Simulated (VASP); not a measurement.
Method: PBE GGA, VASP's PBE PAW potentials (set 64) (plane waves; VASP).

Input for VASP

INCAR:
```
SYSTEM=NaPb32Te31
PREC=Normal; ENCUT=400; LREAL=Auto
LASPH=.True.; ISYM=0; NELECT=320.0
EDIFF=1E-5; NELM=100; NELMIN=4
ALGO=Fast; LMAXMIX=4
ISMEAR=0; SIGMA=0.05
GGA=PE
IBRION=2; NSW=60; ISIF=2
EDIFFG=-0.03
LWAVE=.False.; LCHARG=.False.
```

File KPOINTS:
```
Automatic mesh
0
Gamma
1 1 1
0 0 0
```

POSCAR:
```
NaPb32Te31
1
   13.1200611136    -0.0000000000    -0.0000000000
   -0.0000000000    13.1200611136     0.0000000000
    0.0000000000     0.0000000000    13.1200611136
Te Pb Na
31 32 1
Direct
  0.7500000000   0.2500000000   0.2500000000
  0.0000000000   0.5000000000   0.2500000000
  0.0000000000   0.2500000000   0.5000000000
  0.2500000000   0.2500000000   0.2500000000
  0.7500000000   0.7500000000   0.2500000000
  0.0000000000   0.0000000000   0.2500000000
  0.5000000000   0.2500000000   0.5000000000
  0.7500000000   0.5000000000   0.5000000000
  0.0000000000   0.7500000000   0.5000000000
  0.7500000000   0.2500000000   0.7500000000
  0.0000000000   0.5000000000   0.7500000000
  0.0000000000   0.2500000000   0.0000000000
  0.2500000000   0.7500000000   0.2500000000
  0.5000000000   0.0000000000   0.2500000000
  0.2500000000   0.5000000000   0.5000000000
  0.5000000000   0.7500000000   0.5000000000
  0.7500000000   0.0000000000   0.5000000000
  0.2500000000   0.2500000000   0.7500000000
  0.5000000000   0.5000000000   0.7500000000
  0.7500000000   0.7500000000   0.7500000000
  0.0000000000   0.0000000000   0.7500000000
  0.5000000000   0.2500000000   0.0000000000
  0.7500000000   0.5000000000   0.0000000000
  0.0000000000   0.7500000000   0.0000000000
  0.2500000000   0.0000000000   0.5000000000
  0.2500000000   0.7500000000   0.7500000000
  0.5000000000   0.0000000000   0.7500000000
  0.2500000000   0.5000000000   0.0000000000
  0.5000000000   0.7500000000   0.0000000000
  0.7500000000   0.0000000000   0.0000000000
  0.2500000000   0.0000000000   0.0000000000
  0.5000000000   0.0000000000   0.0000000000
  0.7500000000   0.2500000000   0.0000000000
  0.7500000000   0.0000000000   0.2500000000
  0.0000000000   0.0000000000   0.0000000000
  0.2500000000   0.2500000000   0.0000000000
  0.5000000000   0.5000000000   0.0000000000
  0.7500000000   0.7500000000   0.0000000000
  0.2500000000   0.0000000000   0.2500000000
  0.5000000000   0.2500000000   0.2500000000
  0.7500000000   0.5000000000   0.2500000000
  0.5000000000   0.0000000000   0.5000000000
  0.7500000000   0.2500000000   0.5000000000
  0.7500000000   0.0000000000   0.7500000000
  0.0000000000   0.5000000000   0.0000000000
  0.2500000000   0.7500000000   0.0000000000
  0.0000000000   0.2500000000   0.2500000000
  0.2500000000   0.5000000000   0.2500000000
  0.5000000000   0.7500000000   0.2500000000
  0.0000000000   0.0000000000   0.5000000000
  0.2500000000   0.2500000000   0.5000000000
  0.5000000000   0.5000000000   0.5000000000
  0.7500000000   0.7500000000   0.5000000000
  0.2500000000   0.0000000000   0.7500000000
  0.5000000000   0.2500000000   0.7500000000
  0.7500000000   0.5000000000   0.7500000000
  0.0000000000   0.7500000000   0.2500000000
  0.0000000000   0.5000000000   0.5000000000
  0.2500000000   0.7500000000   0.5000000000
  0.0000000000   0.2500000000   0.7500000000
  0.2500000000   0.5000000000   0.7500000000
  0.5000000000   0.7500000000   0.7500000000
  0.0000000000   0.7500000000   0.7500000000
  0.4979370000   0.5013720000   0.2494760000
```

POTCAR, in this order: Te Pb Na_pv (PBE.64 set). Program: vasp_gam.

The run wrote:

OUTCAR:
```
 ion  position               nearest neighbor table
   1  0.750  0.250  0.250-  33 3.28  34 3.28  40 3.28  41 3.28  43 3.28  47 3.28
   2  0.000  0.500  0.250-  41 3.28  45 3.28  47 3.28  48 3.28  57 3.28  58 3.28
   3  0.000  0.250  0.500-  43 3.28  47 3.28  50 3.28  51 3.28  58 3.28  60 3.28
   4  0.250  0.250  0.250-  36 3.28  39 3.28  40 3.28  47 3.28  48 3.28  51 3.28
   5  0.750  0.750  0.250-  34 3.28  38 3.28  41 3.28  49 3.28  53 3.28  57 3.28
   6  0.000  0.000  0.250-  34 3.28  35 3.28  39 3.28  47 3.28  50 3.28  57 3.28
   7  0.500  0.250  0.500-  40 3.28  42 3.28  43 3.28  51 3.28  52 3.28  55 3.28
   8  0.750  0.500  0.500-  41 3.28  43 3.28  52 3.28  53 3.28  56 3.28  58 3.28
   9  0.000  0.750  0.500-  50 3.28  53 3.28  57 3.28  58 3.28  59 3.28  63 3.28
  10  0.750  0.250  0.750-  33 3.28  43 3.28  44 3.28  55 3.28  56 3.28  60 3.28
  11  0.000  0.500  0.750-  45 3.28  56 3.28  58 3.28  60 3.28  61 3.28  63 3.28
  12  0.000  0.250  0.000-  33 3.28  35 3.28  36 3.28  45 3.28  47 3.28  60 3.28
  13  0.250  0.750  0.250-  39 3.28  46 3.28  48 3.28  49 3.28  57 3.28  59 3.28
  14  0.500  0.000  0.250-  32 3.28  34 3.28  39 3.28  40 3.28  42 3.28  49 3.28
  15  0.250  0.500  0.500-  48 3.28  51 3.28  52 3.28  58 3.28  59 3.28  61 3.28
  16  0.500  0.750  0.500-  42 3.28  49 3.28  52 3.28  53 3.28  59 3.28  62 3.28
  17  0.750  0.000  0.500-  34 3.28  42 3.28  43 3.28  44 3.28  50 3.28  53 3.28
  18  0.250  0.250  0.750-  36 3.28  51 3.28  54 3.28  55 3.28  60 3.28  61 3.28
  19  0.500  0.500  0.750-  37 3.28  52 3.28  55 3.28  56 3.28  61 3.28  62 3.28
  20  0.750  0.750  0.750-  38 3.28  44 3.28  53 3.28  56 3.28  62 3.28  63 3.28
  21  0.000  0.000  0.750-  35 3.28  44 3.28  50 3.28  54 3.28  60 3.28  63 3.28
  22  0.500  0.250  0.000-  32 3.28  33 3.28  36 3.28  37 3.28  40 3.28  55 3.28
  23  0.750  0.500  0.000-  33 3.28  37 3.28  38 3.28  41 3.28  45 3.28  56 3.28
  24  0.000  0.750  0.000-  35 3.28  38 3.28  45 3.28  46 3.28  57 3.28  63 3.28
...
```

File OSZICAR:
```
...
RMM:   2    -0.226076789475E+03   -0.32015E-02   -0.42532E-02   402   0.301E-01    0.289E-01
RMM:   3    -0.226077631742E+03   -0.84227E-03   -0.10033E-02   461   0.125E-01    0.166E-01
RMM:   4    -0.226077725884E+03   -0.94141E-04   -0.15563E-03   490   0.551E-02    0.636E-02
RMM:   5    -0.226077755699E+03   -0.29815E-04   -0.44768E-04   508   0.258E-02    0.219E-02
RMM:   6    -0.226077762964E+03   -0.72646E-05   -0.10685E-04   327   0.122E-02    0.173E-02
RMM:   7    -0.226077765821E+03   -0.28569E-05   -0.33609E-05   252   0.674E-03
   2 F= -.22607777E+03 E0= -.22607777E+03  d E =-.782639E-01
       N       E                     dE             d eps       ncg     rms          rms(c)
DAV:   1    -0.226215484241E+03   -0.13772E+00   -0.62524E+00   402   0.363E+00    0.139E+00
RMM:   2    -0.226246901186E+03   -0.31417E-01   -0.36970E-01   396   0.897E-01    0.418E-01
RMM:   3    -0.226254886470E+03   -0.79853E-02   -0.80253E-02   455   0.357E-01    0.401E-01
RMM:   4    -0.226255818011E+03   -0.93154E-03   -0.12044E-02   496   0.152E-01    0.277E-01
RMM:   5    -0.226255909822E+03   -0.91811E-04   -0.26627E-03   482   0.715E-02    0.905E-02
RMM:   6    -0.226255984472E+03   -0.74651E-04   -0.82090E-04   516   0.363E-02    0.356E-02
RMM:   7    -0.226256002146E+03   -0.17674E-04   -0.21261E-04   420   0.174E-02    0.176E-02
RMM:   8    -0.226256011635E+03   -0.94887E-05   -0.87115E-05   303   0.939E-03
   3 F= -.22625601E+03 E0= -.22625601E+03  d E =-.256510E+00
       N       E                     dE             d eps       ncg     rms          rms(c)
DAV:   1    -0.226172536325E+03    0.83466E-01   -0.24769E+01   386   0.729E+00    0.342E+00
RMM:   2    -0.226301357016E+03   -0.12882E+00   -0.15252E+00   393   0.179E+00    0.987E-01
RMM:   3    -0.226331989416E+03   -0.30632E-01   -0.30798E-01   448   0.711E-01    0.861E-01
RMM:   4    -0.226335343635E+03   -0.33542E-02   -0.43943E-02   489   0.305E-01    0.574E-01
RMM:   5    -0.226335600363E+03   -0.25673E-03   -0.10698E-02   462   0.149E-01    0.143E-01
RMM:   6    -0.226335871402E+03   -0.27104E-03   -0.31644E-03   557   0.755E-02    0.726E-02
RMM:   7    -0.226335935312E+03   -0.63910E-04   -0.81180E-04   506   0.337E-02    0.360E-02
RMM:   8    -0.226335963679E+03   -0.28367E-04   -0.26968E-04   411   0.154E-02    0.167E-02
RMM:   9    -0.226335971059E+03   -0.73799E-05   -0.75827E-05   268   0.840E-03
   4 F= -.22633597E+03 E0= -.22633597E+03  d E =-.336469E+00
       N       E                     dE             d eps       ncg     rms          rms(c)
DAV:   1    -0.226337559923E+03   -0.15962E-02   -0.24188E+00   402   0.226E+00    0.990E-01
RMM:   2    -0.226350445935E+03   -0.12886E-01   -0.15906E-01   397   0.560E-01    0.353E-01
RMM:   3    -0.226353782820E+03   -0.33369E-02   -0.33989E-02   466   0.227E-01    0.297E-01
RMM:   4    -0.226354041725E+03   -0.25891E-03   -0.45855E-03   500   0.990E-02    0.203E-01
RMM:   5    -0.226354063878E+03   -0.22153E-04   -0.13225E-03   464   0.473E-02    0.561E-02
RMM:   6    -0.226354091680E+03   -0.27802E-04   -0.36179E-04   503   0.245E-02    0.285E-02
RMM:   7    -0.226354096431E+03   -0.47504E-05   -0.95234E-05   310   0.109E-02
   5 F= -.22635410E+03 E0= -.22635410E+03  d E =-.354594E+00
       N       E                     dE             d eps       ncg     rms          rms(c)
DAV:   1    -0.226353788406E+03    0.30327E-03   -0.44525E-02   434   0.304E-01    0.139E-01
RMM:   2    -0.226354032690E+03   -0.24428E-03   -0.28985E-03   396   0.759E-02    0.469E-02
RMM:   3    -0.226354092917E+03   -0.60227E-04   -0.63202E-04   441   0.304E-02    0.378E-02
RMM:   4    -0.226354097471E+03   -0.45542E-05   -0.98458E-05   347   0.134E-02
   6 F= -.22635410E+03 E0= -.22635410E+03  d E =-.354596E+00
       N       E                     dE             d eps       ncg     rms          rms(c)
DAV:   1    -0.226371345309E+03   -0.17252E-01   -0.69534E-01   418   0.127E+00    0.451E-01
RMM:   2    -0.226374727629E+03   -0.33823E-02   -0.47615E-02   388   0.323E-01    0.165E-01
RMM:   3    -0.226375520314E+03   -0.79268E-03   -0.92665E-03   440   0.127E-01    0.165E-01
RMM:   4    -0.226375573364E+03   -0.53050E-04   -0.11043E-03   460   0.501E-02    0.111E-01
RMM:   5    -0.226375575564E+03   -0.22000E-05   -0.31098E-04   439   0.272E-02    0.240E-02
RMM:   6    -0.226375582835E+03   -0.72710E-05   -0.93805E-05   383   0.148E-02
   7 F= -.22637558E+03 E0= -.22637558E+03  d E =-.214854E-01
       N       E                     dE             d eps       ncg     rms          rms(c)
DAV:   1    -0.226345015789E+03    0.30560E-01   -0.62522E+00   386   0.381E+00    0.142E+00
RMM:   2    -0.226376263649E+03   -0.31248E-01   -0.43690E-01   387   0.975E-01    0.502E-01
RMM:   3    -0.226383719228E+03   -0.74556E-02   -0.86107E-02   441   0.386E-01    0.509E-01
RMM:   4    -0.226384214049E+03   -0.49482E-03   -0.10209E-02   456   0.151E-01    0.355E-01
RMM:   5    -0.226384178111E+03    0.35938E-04   -0.29644E-03   432   0.832E-02    0.789E-02
RMM:   6    -0.226384261252E+03   -0.83142E-04   -0.95737E-04   498   0.455E-02    0.662E-02
RMM:   7    -0.226384234817E+03    0.26436E-04   -0.35227E-04   462   0.228E-02    0.303E-02
RMM:   8    -0.226384249169E+03   -0.14353E-04   -0.13282E-04   395   0.130E-02    0.134E-02
RMM:   9    -0.226384249987E+03   -0.81790E-06   -0.22120E-05   252   0.694E-03
   8 F= -.22638425E+03 E0= -.22638425E+03  d E =-.301525E-01
       N       E                     dE             d eps       ncg     rms          rms(c)
DAV:   1    -0.226385847432E+03   -0.15983E-02   -0.87399E-01   386   0.143E+00    0.516E-01
RMM:   2    -0.226390131650E+03   -0.42842E-02   -0.61073E-02   388   0.365E-01    0.194E-01
RMM:   3    -0.226391144223E+03   -0.10126E-02   -0.11741E-02   444   0.144E-01    0.194E-01
RMM:   4    -0.226391198184E+03   -0.53961E-04   -0.13386E-03   455   0.555E-02    0.132E-01
RMM:   5    -0.226391191985E+03    0.61997E-05   -0.41143E-04   423   0.311E-02    0.238E-02
RMM:   6    -0.226391198117E+03   -0.61326E-05   -0.12051E-04   428   0.167E-02    0.231E-02
RMM:   7    -0.226391194576E+03    0.35410E-05   -0.50401E-05   292   0.837E-03
   9 F= -.22639119E+03 E0= -.22639119E+03  d E =-.370971E-01
       N       E                     dE             d eps       ncg     rms          rms(c)
DAV:   1    -0.226391083062E+03    0.11506E-03   -0.55352E-02   420   0.359E-01    0.132E-01
RMM:   2    -0.226391370488E+03   -0.28743E-03   -0.39411E-03   386   0.925E-02    0.492E-02
RMM:   3    -0.226391440045E+03   -0.69557E-04   -0.79171E-04   440   0.368E-02    0.484E-02
RMM:   4    -0.226391443518E+03   -0.34733E-05   -0.94336E-05   377   0.147E-02
  10 F= -.22639144E+03 E0= -.22639144E+03  d E =-.373460E-01
       N       E                     dE             d eps       ncg     rms          rms(c)
DAV:   1    -0.226391455362E+03   -0.15317E-04   -0.47696E-03   452   0.107E-01    0.387E-02
RMM:   2    -0.226391483622E+03   -0.28261E-04   -0.33498E-04   378   0.276E-02    0.145E-02
RMM:   3    -0.226391487675E+03   -0.40524E-05   -0.42634E-05   291   0.104E-02    0.140E-02
RMM:   4    -0.226391487639E+03    0.36378E-07   -0.51937E-06   214   0.439E-03
  11 F= -.22639149E+03 E0= -.22639149E+03  d E =-.373902E-01
       N       E                     dE             d eps       ncg     rms          rms(c)
DAV:   1    -0.226391968821E+03   -0.48115E-03   -0.11419E-01   412   0.529E-01    0.231E-01
RMM:   2    -0.226392496212E+03   -0.52739E-03   -0.76020E-03   399   0.132E-01    0.719E-02
RMM:   3    -0.226392620529E+03   -0.12432E-03   -0.16284E-03   456   0.553E-02    0.531E-02
RMM:   4    -0.226392633125E+03   -0.12597E-04   -0.23092E-04   469   0.239E-02    0.348E-02
RMM:   5    -0.226392633901E+03   -0.77546E-06   -0.67228E-05   335   0.125E-02
  12 F= -.22639263E+03 E0= -.22639263E+03  d E =-.114626E-02
```

### OUTCAR
```
------------------------ aborting loop because EDIFF is reached ----------------------------------------
  FORCE on cell =-STRESS in cart. coord.  units (eV):
  Direction    XX          YY          ZZ          XY          YZ          ZX
  --------------------------------------------------------------------------------------
  Total       13.4500379     13.4443688     13.4337474      0.0057543      0.0088673     -0.0017189
  in kB        9.5417166      9.5376949      9.5301599      0.0040822      0.0062907     -0.0012194
  external PRESSURE =       9.5365238 kB  Pullay stress =       0.0000000 kB
  volume of cell :     2258.43
      direct lattice vectors                 reciprocal lattice vectors
    13.120061114  0.000000000  0.000000000     0.076219157  0.000000000  0.000000000
     0.000000000 13.120061114  0.000000000     0.000000000  0.076219157  0.000000000
     0.000000000  0.000000000 13.120061114     0.000000000  0.000000000  0.076219157
  FREE ENERGIE OF THE ION-ELECTRON SYSTEM (eV)
  ---------------------------------------------------
  free  energy   TOTEN  =      -226.3926339007 eV

  energy  without entropy=     -226.3926339007  energy(sigma->0) =     -226.39263390

 reached required accuracy - stopping structural energy minimisation
```
(Selected blocks of OUTCAR.)

File CONTCAR:
```
NaPb32Te31
   1.00000000000000
    13.1200611136000003    0.0000000000000000    0.0000000000000000
     0.0000000000000000   13.1200611136000003    0.0000000000000000
     0.0000000000000000    0.0000000000000000   13.1200611136000003
  Te              Pb              Na
    31    32     1
Direct
     0.7511261656352491    0.2488746746083577    0.2499939404107618
     0.9997462761736874    0.4999936846931829    0.2499976283088121
     0.9999745108671981    0.2498583754746504    0.5001411734597458
     0.2488128935618083    0.2488583494496091    0.2499934187284730
     0.7511436248989413    0.7511856066687230    0.2499937279217654
     0.9999535741107042    0.0000322467953430    0.2499977320231667
     0.4999827941686203    0.2488416727520669    0.5011649744626645
     0.7511478255869639    0.5000070764855203    0.5011671693754468
     0.9999727462733704    0.7501602355064477    0.5001525196165724
     0.7501395524612879    0.2498619866601547    0.7499916523685932
     0.9999544532758906    0.4999980926418996    0.7499865681276253
     0.9999752981152865    0.2498560567373587    0.9998449745375843
     0.2488227891926801    0.7511691052084606    0.2499889774769220
     0.5000061199081919    0.0002326071537745    0.2499977171614227
     0.2488156839327369    0.5000110853617588    0.5011524759895836
     0.4999809110346247    0.7511768728201715    0.5011554082442239
     0.7501414994912916    0.0000141216849384    0.5001389202936487
     0.2498389169447565    0.2498534892116193    0.7499935002118420
     0.5000089574691479    0.4999904165855726    0.7498822532606660
     0.7501402863741669    0.7501537951898267    0.7499899752414814
     0.9999799942633458    0.0000144574990208    0.7499898385607795
     0.4999815001230530    0.2488416701511006    0.9988239412077639
     0.7511539448004949    0.5000056821136049    0.9988057935647702
     0.9999717419288402    0.7501615649544138    0.9998315835631565
     0.2498376977920415    0.0000180029859831    0.5001488806293024
     0.2498252717909439    0.7501640990955784    0.7499890855051263
     0.5000036092253515    0.0000275113208632    0.7499879235120859
     0.2488244717026338    0.5000112298411209    0.9988380359353146
     0.4999772732150460    0.7511721330222356    0.9988248204552511
     0.7501444618097961    0.0000148897853326    0.9998457188898521
     0.2498331437384896    0.0000188221481789    0.9998356762912604
     0.4999852755874252    0.9999947289474629    0.9933966312805438
     0.7505441276309960    0.2494623913958821    0.9993830161183449
     0.7565885821940371    0.0000248175991077    0.2500007033873578
     0.9999651166155930    0.0000223777037440    0.9965458703761633
     0.2493638279790856    0.2494723836648036    0.9994319342456457
     0.5001901231021749    0.4998664711859142    0.9860556160293367
     0.7505431509067688    0.7506001383016473    0.9993996973633715
     0.2434298548575001    0.9999823942897257    0.2499878144846040
     0.5002324011938331    0.2364150205264678    0.2500633563951615
     0.7634249742091043    0.4998392795082596    0.2500900263314329
     0.4999853380395846    0.9999866325822063    0.5065778976671140
     0.7505577492222827    0.2494422228962002    0.5005895817391647
     0.7534208095703454    0.0000266505746517    0.7499888328496803
     0.0000201236198807    0.5000421470658168    0.9934218853557832
     0.2493905925166965    0.7505656216599458    0.9994516336924100
     0.9999882600692617    0.2434231575151635    0.2500074372276114
     0.2358404884625121    0.4998021775161933    0.2500841909687937
     0.5002648090916024    0.7640739878246002    0.2500702383152311
     0.9999723191420250    0.0000081870190381    0.5034467116630856
     0.2493489416809078    0.2494624385262567    0.5005373173460376
     0.5002692650970100    0.4998021915934771    0.5136759856217121
     0.7505385025879201    0.7506261816845352    0.5005860876383361
     0.2464989683917890    0.0000249448417933    0.7500105478993485
     0.4999623057851218    0.2434066644194024    0.7500312621935653
     0.7565865907203709    0.5000363831593636    0.7500463638158534
     0.0000245036803652    0.7565594906810847    0.2500002332282169
     0.0000207467606634    0.5000175879326089    0.5065941663231994
     0.2493963702275582    0.7505800908604292    0.5005426504887012
     0.9999549731942430    0.2465675443428731    0.7500033910547925
     0.2434099822349722    0.5000218849153166    0.7500243288760092
     0.4999673842381346    0.7565578609124063    0.7500202670819780
     0.9999887131069246    0.7534594900047338    0.7499943613858252
     0.4990438384166700    0.5006188437420228    0.2497699562199262
```

The cell is charged, with a uniform compensating background. The supercell is sampled at Γ alone, which is coarse: total energies, pressure and levels can be off, energies of defects by several tenths of an eV.

The cell is a supercell with a defect, built from PbTe (rock salt): Na_Te, charge +1. The run is not spin-polarised, so no state with unpaired spins was tried.
